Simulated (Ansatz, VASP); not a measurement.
## Cross-check of MoS2 between VASP and Ansatz

Aim: how closely do two programs agree when they are given the same cell, functional and k mesh?

Main program and level: Ansatz 0.2.0; plane waves, with VASP 6.6.1 beside it; single point at PBE.

## Step 1: Set-up

The structure is trigonal, space group R3m (No. 160). Conventional cell: a = 3.160 Å, b = 3.160 Å, c = 18.450 Å, α = 90.00°, β = 90.00°, γ = 120.00°. Nearest to Mo lie 6 S at 2.39 to 2.40 Å. Nearest to S lie 3 Mo at 2.40 Å. Nearest to S lie 3 Mo at 2.39 Å. Farther neighbours and most contacts between anions are not listed.

## Step 2: VASP: single point, PBE

A single point gives forces, pressure and levels at one fixed geometry, so differences don't come from the geometry; what else differs is listed under the comparison.

Lines of VASP's logs that name or quote its potential files are left out, and so is its time.

Contents of INCAR:

```
SYSTEM = MoS2
PREC = Accurate
ENCUT = 400
EDIFF = 1E-07
NELM = 100
ISMEAR = 0
SIGMA = 0.01
LREAL = .FALSE.
ALGO = Normal
GGA = PE
NBANDS = 19
LASPH = .TRUE.
LORBIT = 11
LWAVE = .FALSE.
LCHARG = .FALSE.
KPAR = 2
```

Contents of POSCAR:

```
MoS2
1.0
    1.5800000000      0.9122134253      6.1500000000
   -1.5800000000      0.9122134253      6.1500000000
    0.0000000000     -1.8244268506      6.1500000000
Mo S
1 2
Direct
    0.0000971218      0.0000971218      0.0000971218
    0.4175499719      0.4175499719      0.4175499719
    0.2493529064      0.2493529064      0.2493529064
```

Contents of KPOINTS:

```
Automatic mesh
0
Gamma
8 8 8
0 0 0
```

PAW data sets: Mo_sv and S (PBE family, release 64).

Command:

```console
$ mpirun -np 2 vasp_std
```

Numbers of over 12 decimals in the logs are rounded to 6 here.

Log:

```text
[banner, memory and clock lines left out]
running    2 mpi-ranks, on    1 nodes
 distrk:  each k-point on    1 cores,    2 groups
 distr:  one band on    1 cores,    1 groups

 POSCAR found type information on POSCAR MoS
 POSCAR found :  2 types and       3 ions
 LDA part: xc-table for (Slater+PW92), standard interpolation
 POSCAR, INCAR and KPOINTS ok, starting setup
 FFT: planning ... GRIDC
 FFT: planning ... GRID_SOFT
 FFT: planning ... GRID
 WAVECAR not read
 entering main loop
       N       E                     dE             d eps       ncg     rms          rms(c)
DAV:   1     0.152010864892E+03    0.15201E+03   -0.11798E+04  2534   0.106E+03
DAV:   2    -0.175252411386E+02   -0.16954E+03   -0.16552E+03  3113   0.292E+02
DAV:   3    -0.231823784587E+02   -0.56571E+01   -0.56153E+01  3034   0.507E+01
DAV:   4    -0.232422089581E+02   -0.59830E-01   -0.59806E-01  3110   0.556E+00
DAV:   5    -0.232430508394E+02   -0.84188E-03   -0.84185E-03  3036   0.626E-01    0.247E+01
DAV:   6    -0.221647494913E+02    0.10783E+01   -0.10790E+01  2625   0.205E+01    0.914E+00
DAV:   7    -0.218936844008E+02    0.27107E+00   -0.39018E+00  2550   0.117E+01    0.596E+00
DAV:   8    -0.217936803766E+02    0.10000E+00   -0.52901E-01  2785   0.464E+00    0.185E+00
DAV:   9    -0.217953158348E+02   -0.16355E-02   -0.23524E-02  3004   0.964E-01    0.647E-01
DAV:  10    -0.217939977121E+02    0.13181E-02   -0.10877E-02  2801   0.712E-01    0.149E-01
DAV:  11    -0.217940010535E+02   -0.33414E-05   -0.46750E-04  2803   0.157E-01    0.460E-02
DAV:  12    -0.217939771011E+02    0.23952E-04   -0.14372E-04  2826   0.794E-02    0.390E-02
DAV:  13    -0.217939972333E+02   -0.20132E-04   -0.33157E-05  2713   0.352E-02    0.966E-03
DAV:  14    -0.217939974931E+02   -0.25983E-06   -0.25723E-06  3299   0.966E-03    0.284E-03
DAV:  15    -0.217939975001E+02   -0.70445E-08   -0.50422E-07  2810   0.421E-03
   1 F= -.21793998E+02 E0= -.21793998E+02  d E =-.220951E-35
```

OUTCAR, selected parts (step 2):

```text
ion  position               nearest neighbor table
   1  0.000  0.000  0.000-   3 2.39   3 2.39   3 2.39   2 2.40   2 2.40   2 2.40
   2  0.418  0.418  0.418-   1 2.40   1 2.40   1 2.40
   3  0.249  0.249  0.249-   1 2.39   1 2.39   1 2.39

  LATTYP: Found a trigonal (rhomboedric) cell.
 ALAT       =     6.4149071181
 COS(alpha) =     0.8786713335

 Subroutine GETGRP returns: Found  6 space group operations
 (whereof  6 operations were pure point group operations)

The static configuration has the point symmetry C_3v.

 Found     65 irreducible k-points:

   k-points           NKPTS =     65   k-points in BZ     NKDIM =     65   number of bands    NBANDS=     19

   dimension x,y,z NGX =    42 NGY =   42 NGZ =   42
   dimension x,y,z NGXF=    84 NGYF=   84 NGZF=   84

   ENCUT  =  400.0 eV  29.40 Ry    5.42 a.u.  10.46 10.46 10.46*2*pi/ulx,y,z

   NELECT =      26.0000    total number of electrons

 k-points in reciprocal lattice and weights: Automatic mesh
   0.00000000  0.00000000  0.00000000       0.002
   0.12500000 -0.00000000  0.00000000       0.012
   0.25000000 -0.00000000  0.00000000       0.012
   0.37500000 -0.00000000  0.00000000       0.012
   0.50000000 -0.00000000  0.00000000       0.006
   0.12500000  0.12500000  0.00000000       0.012
   0.25000000  0.12500000  0.00000000       0.023
   0.37500000  0.12500000 -0.00000000       0.023
   0.50000000  0.12500000  0.00000000       0.023
[...]
-0.37500000  0.50000000  0.37500000       0.012
   0.50000000  0.50000000  0.50000000       0.002

 average (electrostatic) potential at core
       1 -74.6362       2 -84.3882       3 -84.3841

 E-fermi :   7.7126

 k-point     1 :       0.0000    0.0000    0.0000
  band No.  band energies     occupation
    ...
      9       4.2560      2.00000
     10       5.3705      2.00000
     11       5.3705      2.00000
     12       6.3866      2.00000
     13       6.4477      2.00000
     14       9.6803      0.00000
     15       9.6803      0.00000
     16      10.0732      0.00000
     17      10.0732      0.00000
     18      13.1845      0.00000
    ...

 k-point     2 :       0.1250   -0.0000    0.0000
  band No.  band energies     occupation
    ...
      9       4.5035      2.00000
     10       4.6282      2.00000
     11       5.0160      2.00000
     12       6.3590      2.00000
     13       6.6188      2.00000
     14       9.3995      0.00000
     15       9.6419      0.00000
     16       9.8278      0.00000
     17      10.0605      0.00000
     18      14.1917      0.00000
    ...

 k-point     3 :       0.2500   -0.0000    0.0000
  band No.  band energies     occupation
    ...
      9       3.5045      2.00000
     10       4.3511      2.00000
     11       5.1293      2.00000
     12       5.9669      2.00000
     13       6.1120      2.00000
     14       8.8672      0.00000
     15       9.4191      0.00000
     16      10.2542      0.00000
     17      10.6697      0.00000
     18      15.0383      0.00000
    ...

  Total        1.1454351      1.1454351      1.5140902      0.0000000      0.0000000      0.0000000
  in kB       34.5065204     34.5065204     45.6123465      0.0000000      0.0000000      0.0000000
  external PRESSURE =      38.2084625 kB  Pullay stress =       0.0000000 kB

  energy-cutoff  :      400.00
  volume of cell :       53.18
      direct lattice vectors                 reciprocal lattice vectors
     1.580000000  0.912213425  6.150000000     0.316455696  0.182705781  0.054200542
    -1.580000000  0.912213425  6.150000000    -0.316455696  0.182705781  0.054200542
     0.000000000 -1.824426851  6.150000000     0.000000000 -0.365411563  0.054200542

 POSITION                                       TOTAL-FORCE (eV/Angst)
 -----------------------------------------------------------------------------------
      0.00000      0.00000      0.00179         0.000000      0.000000     -0.000235
      0.00000      0.00000      7.70380         0.000000      0.000000      0.242103
      0.00000      0.00000      4.60056         0.000000     -0.000000     -0.241868
 -----------------------------------------------------------------------------------
    total drift:                                0.000000     -0.000000      0.000091

  FREE ENERGIE OF THE ION-ELECTRON SYSTEM (eV)
  ---------------------------------------------------
  free  energy   TOTEN  =       -21.7939975001 eV

  energy  without entropy=      -21.7939975001  energy(sigma->0) =      -21.79399750

 total charge
# of ion       s       p       d       tot
------------------------------------------
    1        2.295   6.227   3.970  12.492
    2        1.365   2.345   0.000   3.711
    3        1.365   2.346   0.000   3.711
--------------------------------------------------
tot          5.025  10.918   3.970  19.913

[... 3 further parts left out ...]
```

This run has no spin polarisation, so a moment on Mo, if there is one, isn't seen.

## Step 3: Ansatz: single point, PBE

Ansatz runs on its default PAW (the set named soft_2) files.

The same cell, functional, mesh and smearing now go to Ansatz, which takes its cutoff from its data sets.

Contents of input.yaml:

```yaml
crystal:
  lattice:
    - [1.58, 0.9122134253, 6.15]
    - [-1.58, 0.9122134253, 6.15]
    - [0.0, -1.8244268506, 6.15]
  atoms:
    - { symbol: Mo, position: [9.71218e-05, 9.71218e-05, 9.71218e-05] }
    - { symbol: S, position: [0.4175499719, 0.4175499719, 0.4175499719] }
    - { symbol: S, position: [0.2493529064, 0.2493529064, 0.2493529064] }
hamiltonian:
  xc: pbe
  pseudopotentials: { kind: paw }
kpoints:
  mp_grid: { grid: [8, 8, 8] }
scf:
  occupations: { method: gaussian, width: 0.01 }
  n_extra_bands: 4
output:
  forces: true
  stress: true
  eigenvalues: true
  write_density: true
  write_potential: true
  elf: true
  volumetric_format: npy
```

Command:

```console
$ ansatz run input.yaml --threads 2 --pin off --max-ram 4608MiB --backend cpu --events-out ev --progress --plain --runs-dir out
```

Log:

```text
basis.fft_grid_basis auto: the FFT boxes are laid along the combinations [[1, -1, 0], [0, 1, 0], [0, -1, 1]] of the cell's own vectors, 3.160, 6.415 and 3.160 Å long. The dense box has 24×45×24 points. Along the cell's own vectors, as sized, it would have 45×45×45, 3.52 times as many. Of the 6 symmetry operations that the crystal satisfies within crystal.symmetry.tolerance (time reversal apart; of a slab, those that  [...]
scf.n_extra_bands = 4 over 13 filled bands (N_el = 26.0): the run solves 17 bands
Engine: ansatz 0.2.0, aarch64-unknown-linux-gnu
Pseudopotentials: kind: paw
Pseudopotential: Mo, paw, valence charge 14, recommended cutoff 420 eV (normal), Mo.paw.azcp
Pseudopotential: S, paw, valence charge 6, recommended cutoff 420 eV (normal), S.paw.azcp
Functional definition: PBE
  parameter kappa = 0.804
  parameter beta = 0.066725
  exchange = pbe_x(kappa = kappa, mu = beta*pi^2/3)
  correlation = pbe_c(beta = beta)
Crystal: 3 atoms, lattice volume = 53.184 Å³
Basis set: ecut = 420 eV, 1011 PW (Γ), FFT grids on a1−a2, a2, −a2+a3, exchange–correlation on 48×90×48 points (8 copies of the dense FFT grid, shifted against one another)
Bands: 17, of which v1, the nominal top of the filled ones, is band 13 counted from 1 (12 counted from 0)
Symmetry: 6 space group operations
Space group: R3m (ITA 160), of the structure as read, at distance tolerance 3.8e-5 Å
k-points: 65 of 512 (time reversal used)
Non-local potential: Mo, projectors of the file, l = 0: 3, l = 1: 2, l = 2: 2, l = 3: 1
Non-local potential: S, projectors of the file, l = 0: 2, l = 1: 2, l = 2: 2
PAW form: soft (Blöchl's): semilocal exchange-correlation on the pseudo side does not see the compensation charge
PAW one-centre angular grid: Mo, 590 points (default); XC on 64 Gauss nodes
PAW one-centre angular grid: S, 110 points (default); XC on 64 Gauss nodes
Initial density: superposition of atomic densities (neutral atoms: chi_scale 0, normalization atom), corrected by the library's trained network
Initial wavefunctions: pseudopotential atomic-orbital guess
Functional: x = pbe(κ = 0.804, μ = 0.219515), c = pbe(β = 0.066725)
SCF iter   1: F=—  HF=-6762.753996 eV  |F-HF|=—  |Δ(HF+E_count)|=         —  Δρ=5.51e-3  dr2=3.96e-3  ethr=1.77e-3  ⟨swp⟩=6.0  Hψ=6269  notcnv=0
preconditioner: auto → none  [insulator: Δε(μ)=1.025 eV  Ē_g=8.203 eV  σ=0.010 eV  W_gap=1.00  n_scr=16 (ndim 8)  ℏωp=21.6 eV  f_vac=0.015  D(μ)=0.00/eV (n_scr^D=0)  ε∞_Penn≈7.9]
SCF iter   2: F=—  HF=-6762.758494 eV  |F-HF|=—  |Δ(HF+E_count)|=   4.50e-3  Δρ=2.97e-3  dr2=2.24e-3  ethr=1.52e-5  ⟨swp⟩=2.1  Hψ=2429  notcnv=0
SCF iter   3: F=—  HF=-6762.761747 eV  |F-HF|=—  |Δ(HF+E_count)|=   3.25e-3  Δρ=2.88e-3  dr2=1.24e-2  ethr=8.62e-6  ⟨swp⟩=3.9  Hψ=2609  notcnv=0  recentre
SCF iter   4: F=—  HF=-6762.760328 eV  |F-HF|=—  |Δ(HF+E_count)|=   1.42e-3  Δρ=5.13e-4  dr2=4.79e-5  ethr=8.62e-6  ⟨swp⟩=2.9  Hψ=1935  notcnv=0
SCF iter   5: F=—  HF=-6762.760368 eV  |F-HF|=—  |Δ(HF+E_count)|=   4.03e-5  Δρ=1.03e-4  dr2=1.09e-5  ethr=1.84e-7  ⟨swp⟩=2.0  Hψ=1685  notcnv=0
SCF iter   6: F=—  HF=-6762.760368 eV  |F-HF|=—  |Δ(HF+E_count)|=   2.72e-7  Δρ=5.30e-5  dr2=1.32e-6  ethr=4.19e-8  ⟨swp⟩=2.0  Hψ=1464  notcnv=0
SCF iter   7: F=—  HF=-6762.760369 eV  |F-HF|=—  |Δ(HF+E_count)|=   6.80e-7  Δρ=1.91e-5  dr2=1.20e-7  ethr=5.09e-9  ⟨swp⟩=2.0  Hψ=1561  notcnv=0
SCF iter   8: F=-6762.760369 eV  HF=-6762.760369 eV  |F-HF|=1.25e-8  |Δ(HF+E_count)|=   2.11e-7  Δρ=4.09e-6  dr2=4.82e-9  ethr=3.85e-10  ⟨swp⟩=9.5  Hψ=7374  notcnv=0
SCF 1 converged in 8 iterations: F = -6762.760369 eV  dr2 = 4.82e-9
  greatest PAW one-centre occupation: 0.998 electrons in one spin orbital (limit 2), on the Mo atom at site 0 (counted from 0), in its partial waves of l = 0
SCF converged after 8 iterations
Free energy (F): -6762.760369 eV
Harris-Foulkes:  -6762.760369 eV  (|F-HF|=1.25e-8)
Internal energy: -6762.760369 eV  (E = F + TS)
E sigma→0 (E₀):  -6762.760369 eV
Fermi energy:    11.575868 eV
--- Per-component energies (eV) ---
  E_band       = -153.829642
  E_kinetic    = 657.315738
  E_local      = -1972.988753  (includes V_loc(G=0)·N_el)
  E_nonlocal   = 199.282960
  E_hartree    = 760.851340
  E_xc         = -379.013020
  E_vxc        = -405.695555  (∫ρ·V_xc dr)
  E_paw        = -4401.617422  (= ΣΔE_a)
  E_vpaw       = -153.447871  (= ΣTr[D̂ρ^β])
  E_aug_tail   = 0.000038  (compensation charges beyond the density's cutoff)
  E_ewald      = -1626.591250
  E_smearing   = -0.000000  (= −TS)
  E_closure    = 0.000000  (closes the sum)
  Σ components = -6762.760369   (vs F -6762.760369, Δ=0.00e0)
--- Forces (eV/Å), atoms counted from 1 ---
  atom   1  Mo     0.00000000     0.00000000    -0.00053602
  atom   2  S      0.00000000     0.00000000     0.25309943
  atom   3  S      0.00000000    -0.00000000    -0.25258981
  max |Σ_I F_I| component: 2.64e-5 eV/Å
--- Stress (GPa, compression-positive) ---
        3.849480       0.000000       0.000000
        0.000000       3.849480       0.000000
       -0.000000       0.000000       5.013098
  P = ⅓ Tr σ = 4.2374 GPa (42.374 kbar)
--- Band table (eV; the first three rows and the last of 65) ---
  k-point 0: bands = [... 9 lower, 8.7944, 8.7944, 9.8233, 9.8758, 13.1057, 13.1057, 13.4997, 13.4997]
  k-point 1: bands = [... 9 lower, 8.0548, 8.4402, 9.7898, 10.0563, 12.8248, 13.0598, 13.2537, 13.4854]
  k-point 2: bands = [... 9 lower, 7.7754, 8.5521, 9.4071, 9.5443, 12.2905, 12.8437, 13.6644, 14.0939]
  k-point 64: bands = [... 9 lower, 7.6625, 8.8236, 8.8236, 11.0662, 13.2017, 13.2017, 13.3649, 13.3649]
```

It took 4.4 s on 2 threads of Arm Neoverse V1, shared host; peak memory 0.37 GiB; 8.6 s of CPU time.

The run ends at a pressure of 4.24 GPa, with forces up to 0.25 eV/Å.

## Step 4: Comparison

Known differences besides the potentials themselves: the cutoff is 420 eV in Ansatz and 400 eV in VASP. Total energies have different zeros and are not compared.

The two programs side by side:

```csv
quantity,Ansatz,VASP,difference
pressure (GPa),4.24,3.82,+0.42
gap on the k mesh (eV),1.020,1.035,-0.015
```

Forces (eV/Å; atoms numbered as in POSCAR):

```csv
atom,"Ansatz x, y, z","VASP x, y, z"
Mo1,"0.000, 0.000, -0.001","0.000, 0.000, 0.000"
S2,"0.000, 0.000, 0.253","0.000, 0.000, 0.242"
S3,"0.000, 0.000, -0.253","0.000, 0.000, -0.242"
```

The forces differ by 5.1 meV/Å r.m.s., which is 4.5 % of the r.m.s. force of 0.11 eV/Å (both taken over all components). A gap on the mesh is an upper bound, since the band edges may lie between its points.

## Step 5: Results

```
r.m.s. force difference (single point, PBE) : 5.1 meV/Å
```

In words: The r.m.s. force difference is 5.1 meV/Å (single point, PBE), within the 12 meV/Å picked in this series as the mark of a large difference. 1 further run of this series is not shown here. How closely two codes agree says nothing of how well the functional describes the real material.

[Lines on the potential files, build, host, timing and source positions are cut from VASP's logs without a mark.]

[Logs are printed without paths, hosts, clocks, repeated set-up lines and the standing remarks that a program may print on its own settings, such as how far it seeks lower states.]

[Hosts, paths, dates, database ids (printed as entryN), source tags and the programs' standing remarks are cut or masked in the printed files.]
